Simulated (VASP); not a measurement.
Data:

```yaml
crystal:
  lattice:
    - [-1.72813, 1.72813, 1.72813]
    - [1.72813, -1.72813, 1.72813]
    - [1.72813, 1.72813, -1.72813]
  atoms:
    - { symbol: Li, position: [0.00000, 0.00000, 0.00000] }
```

These are r2SCAN meta-GGA, VASP's PBE PAW potentials (set 64) (plane waves; VASP 6.6.1) values and carry that method's errors. Numerical set-up: 520 eV cut-off, 17×17×17 Γ-centred mesh, tetrahedra with Blöchl corrections, potentials Li_sv.

Question: Predict the energy per atom (σ→0), band gap (over mesh and band path) with the smallest direct gap where there is one.

Answer: 
The band gap (over mesh and band path) comes out as none (metal, semimetal or under 0.01 eV). The energy per atom (σ→0) is -2.380 eV/atom.

The compound is Li in the bcc structure. It was relaxed first.
